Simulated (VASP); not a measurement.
Consider the following.

```
CELL_PARAMETERS angstrom
      2.17947    -3.77495     0.00000
      2.17947     3.77495     0.00000
      0.00000     0.00000     7.10479
ATOMIC_POSITIONS crystal
  Cd 0.66667 0.33333 0.50005
  Cd 0.33333 0.66667 0.00005
  Se 0.66667 0.33333 0.87595
  Se 0.33333 0.66667 0.37595
```

Method: rev-vdW-DF2, VASP's PBE PAW potentials (set 64) (plane waves; VASP 6.6.1). Numerical set-up: 520 eV cut-off, 5×5×3 Γ-centred mesh, Gaussian smearing of 0.050 eV, potentials Cd Se.

### Question
Predict the energy per atom (σ→0).

### Answer

```yaml
energy per atom (σ→0): -0.569 eV/atom
```

The compound is CdSe in the wurtzite structure. It was relaxed first. The start is the result of an earlier pass.
